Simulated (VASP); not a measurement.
Energy against volume of LiCl (rock salt). Calculation: TPSS meta-GGA, VASP's PBE PAW potentials (set 64) (plane waves; VASP). Numerical set-up: 520 eV cut-off, 9×9×9 Γ-centred mesh, Gaussian smearing of 0.050 eV, potentials Li_sv Cl.

```tsv
V (Å³/atom)	E (eV/atom)
15.780	-6.90760
16.268	-6.91134
16.756	-6.91172
17.244	-6.90920
```

**Question.** Fit these four points and predict the energy of the run at 15.292 Å³/atom.

**Answer.** A cubic in V^(−2/3), the third-order Birch-Murnaghan form, passes through the four points with V0 = 16.57 Å³/atom and B0 = 34 GPa, and gives -6.9000 eV/atom there. The run gave -6.8999 eV/atom, +0.0 meV/atom from the fit; all five points give B0 = 34 GPa.

The compound is LiCl in the rock salt structure. It was relaxed first.
